VASP 6.6.1 plane-wave DFT band calculations with PAW potentials for diamond-structure Ge, all in the same two-atom cell (cubic edge 5.674 Å), without spin polarisation or spin-orbit coupling. All runs use a 520 eV cutoff, a 10 × 10 × 10 k mesh and Gaussian smearing of 0.03 eV. The gap is taken along a path of special points, and 0 means no gap.

```csv
functional,potentials,gap on path (eV)
LDA,"VASP-PAW-LDA-potentials,-recommended",0.000
PBE,"VASP-PAW-PBE-potentials,-recommended",0.000
PBEsol,"VASP-PAW-PBE-potentials,-recommended",0.000
r2SCAN,"VASP-PAW-PBE-potentials,-recommended",0.321
TB-mBJ,"VASP-PAW-PBE-potentials,-recommended",0.676
```

## Which level to choose

For the band gap of germanium, TB-mBJ is the best of these five levels, and r2SCAN comes second. In this cell, LDA, PBE and PBEsol turn the semiconductor into a material without a gap. TB-mBJ's 0.68 eV looks almost right beside the gap of roughly 0.74 eV measured at low temperature. The two numbers belong to different transitions, however, and only the measured one contains spin-orbit coupling. Compared like with like in this cell, the 0.06 eV between them grows to about 0.16 eV for the smallest gap and about 0.3 eV for the direct one.

## What sits at the band edges

The cell holds two atoms, so at the centre of the Brillouin zone, Γ, its states resemble those of a diatomic molecule. The valence top is a threefold level of bonding p orbitals. The lowest empty state there is a single antibonding combination of s orbitals. The gap at Γ is the height of this s level above the p level. The likeness ends away from Γ: a molecule has no counterpart to the zone-boundary point L, where real germanium has its lowest empty state.

## What a zero gap hides

In the PBE run the s level lies 0.04 eV below the p level, so the order is inverted. The s level is then filled, and only four electrons remain for the six places of the p level. Filled and empty bands therefore touch at Γ, and the gap stays exactly zero however deep the inversion is. An inversion as shallow as PBE's may vanish in the slightly smaller measured cell. The zero gaps of LDA and PBEsol suggest that they are inverted here as well, but their band energies at Γ are not at hand, so three equal zeros need not mean three equal errors.

## Why the gap opens

The true gap compares the cost of removing an electron with the gain from adding one. In exact theory the Kohn-Sham potential jumps by a constant when an electron is added, and this jump belongs to the gap. LDA, PBE and PBEsol have no such jump, which is a main reason why their empty levels come out too low relative to the filled ones. A constant cannot be the whole story, because it would lift all empty levels alike. Against rough measured values PBE falls short by about 1.04 eV at Γ but only 0.68 eV at L, so the s level at Γ also sits too low relative to the one at L. The shape of the approximate potential is the expected cause, with a smaller share from the cell. Germanium's gap is small enough for these errors to use it up; a material with a much wider gap would keep one, though too small.

r2SCAN also uses the kinetic-energy density, which is built from the filled orbitals. Its potential acts differently on different orbitals, and theory argues that part of the missing jump thereby enters the band gap. TB-mBJ takes another route: it is one model potential for all orbitals, and the parameters that set its strength were fitted so that gaps come out close to measured ones. Both runs use potentials made for PBE, and the size of the error from this mismatch is not known.

## A fair test of TB-mBJ

Both open gaps are direct, whereas the measured 0.74 eV leads from Γ to L. The proper partner for the computed values is the measured direct gap, roughly 0.90 eV. That value contains spin-orbit coupling, which the calculations leave out, so its effect must be removed first.

Spin-orbit coupling splits the six p states, counted with spin, into four upper and two lower ones without moving their average. If the splitting is $\Delta$, the four rise by $\Delta/3$ and the two fall by $2\Delta/3$. Measured splittings are roughly 0.3 eV, so the valence top rises by about 0.1 eV and the gap shrinks by as much. Without the coupling, the measured direct gap would be about $0.9+0.1=1.0$ eV.

Against this value TB-mBJ is about 0.3 eV too low and r2SCAN about 0.7 eV. The estimate uses rough measured values and ignores the smaller effect of lattice vibrations. The cell is also slightly larger than the measured one, which narrows the direct gap, so part of each shortfall comes from the cell and not from the level of theory; this part is expected to be a sizeable share for TB-mBJ and a small one for r2SCAN, but no run in the measured cell is at hand. The estimate also gives a warning: with spin-orbit coupling switched on, TB-mBJ should drop to about 0.58 eV. The agreement with 0.74 eV would then look worse, although the physics had improved. The printed output lists these comparisons.

## Choosing the cell

TB-mBJ has no energy expression that belongs to its potential, so it gives no forces or pressure and cannot relax a cell. r2SCAN can, and its pressure here is only 0.05 GPa, so its own cell lies close to this one. PBEsol, at −0.4 GPa, would shrink the cell slightly, towards the measured one. LDA, at −1.7 GPa, would shrink it more and is expected to end below the measured size. PBE, at 2.9 GPa, would expand the cell. As in a stretched molecule, the antibonding level would fall relative to the bonding one, so relaxing with PBE should deepen the inversion.

## Accuracy and cost

The gap grows by 0.321 eV from PBE to r2SCAN and by 0.355 eV from r2SCAN to TB-mBJ. The levels themselves move by about 0.36 eV in the first step, because PBE's inversion has to be undone before a gap can open. If an optical edge is needed to 0.1 eV, the choice of level decides the result, and in this cell even TB-mBJ misses the target. The number of thermally excited carriers depends exponentially on the gap, so a gap measured at the working temperature is the safer input there. To show that germanium is a semiconductor, r2SCAN is enough.

All five levels avoid exchange integrals between pairs of orbitals, so their cost grows with cell size in much the same way. r2SCAN and TB-mBJ do extra work in each step and often need more steps to converge. For germanium, a sensible route is to take the measured cell and compute the bands with TB-mBJ and spin-orbit coupling. Where no measured cell exists, PBEsol or r2SCAN can relax one first, though here r2SCAN would return almost this same, slightly large cell. The type of gap should still be checked. TB-mBJ makes it direct in this cell, but a larger cell is expected to lower the empty level at Γ more than the one at L, so part of that fault, though probably not all of it, may come from the cell.

Output of the analysis:

```
number of levels with zero gap: 3
step in gap from PBE to r2SCAN, eV: 0.321
step in gap from r2SCAN to TB-mBJ, eV: 0.355
ratio of gaps, TB-mBJ to r2SCAN: 2.106
PBE, s-like singlet less p-like threefold level at Gamma, eV: -0.0436
PBE, L edge less p-like threefold level at Gamma, eV: 0.1586
PBE, L edge less s-like singlet at Gamma, eV: 0.2022
change of the s-p separation at Gamma from PBE to r2SCAN, eV: 0.3649
rough rise of the valence top by spin-orbit coupling, eV: 0.1
r2SCAN gap less the rough spin-orbit shift, eV: 0.221
TB-mBJ gap less the rough spin-orbit shift, eV: 0.576
rough measured direct gap with spin-orbit coupling taken out, eV: 1
rough measured indirect gap with spin-orbit coupling taken out, eV: 0.84
naive shortfall of TB-mBJ against the rough measured indirect gap, eV: 0.064
fair shortfall of TB-mBJ in the direct gap, eV: 0.324
fair shortfall of r2SCAN in the direct gap, eV: 0.679
fair shortfall of PBE in the s-p separation at Gamma, eV: 1.044
fair shortfall of PBE at the L edge, eV: 0.6814
pressure in the shared cell, LDA, GPa: -1.712
pressure in the shared cell, PBE, GPa: 2.902
pressure in the shared cell, PBEsol, GPa: -0.358
pressure in the shared cell, r2SCAN, GPa: 0.04735
```
